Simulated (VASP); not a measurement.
VASP ran on this input.

**POSCAR**
```
BN
2.5963070
  0.5055727231  -0.8627839466   0.0000000000
  0.5055727231   0.8627839466   0.0000000000
  0.0000000000   0.0000000000   1.6467582609
B N
2 2
Cartesian
  0.5055727231  -0.2875952241   0.8233791304
  0.5055727231   0.2875952241   0.0000000000
  0.5055727231  -0.2875952241   1.4409134783
  0.5169511428   0.2875952241   0.6175343478
```

**INCAR**
```
SYSTEM = BN
PREC = Accurate; ENCUT = 520; LREAL = .FALSE.
LASPH = .TRUE.
EDIFF = 1E-6; NELM = 100; ALGO = Normal
ISMEAR = 0; SIGMA = 0.05
GGA = PE
ISIF = 2
LWAVE = .FALSE.; LCHARG = .FALSE.
```

KPOINTS:
```
Automatic mesh
0
Gamma
 14 14 8
```

POTCAR, in this order: B N (PBE.64 set). Program: vasp_std.

Q: Write an equivalent input for Quantum ESPRESSO's pw.x.

A: One equivalent input (not run):
```
&CONTROL
  calculation = 'scf'
  pseudo_dir = './pseudo'
  outdir = './out'
  tprnfor = .true.
  tstress = .true.
/
&SYSTEM
  ibrav = 0
  nat = 4
  ntyp = 2
  ecutwfc = 84
  occupations = 'smearing'
  smearing = 'gaussian'
  degauss = 0.003675
  input_dft = 'pbe'
/
&ELECTRONS
  conv_thr = 7.3e-08
  electron_maxstep = 100
/
ATOMIC_SPECIES
  B 10.810 B.upf
  N 14.007 N.upf
CELL_PARAMETERS angstrom
     1.3126220   -2.2400520    0.0000000
     1.3126220    2.2400520    0.0000000
     0.0000000    0.0000000    4.2754900
ATOMIC_POSITIONS crystal
  B    0.6666670  0.3333330  0.5000000
  B    0.3333330  0.6666670  0.0000000
  N    0.6666670  0.3333330  0.8750000
  N    0.3445860  0.6779200  0.3750000
K_POINTS automatic
  14 14 8 0 0 0
```
What does not carry over: the potentials are each code's own (VASP's PAW set, PseudoDojo norm-conserving files in pw.x), so ENCUT and ecutwfc are chosen apart and not converted; conv_thr bounds pw.x's estimated SCF error, while EDIFF bounds the energy change between steps.

The compound is BN in the wurtzite structure, a metastable high-pressure form. The cell was not relaxed at this level, atoms are displaced from their ideal sites. The run is one of a series of settings (KPOINTS 14×14×8 Γ-centred mesh against the base run), some of them coarse on purpose.
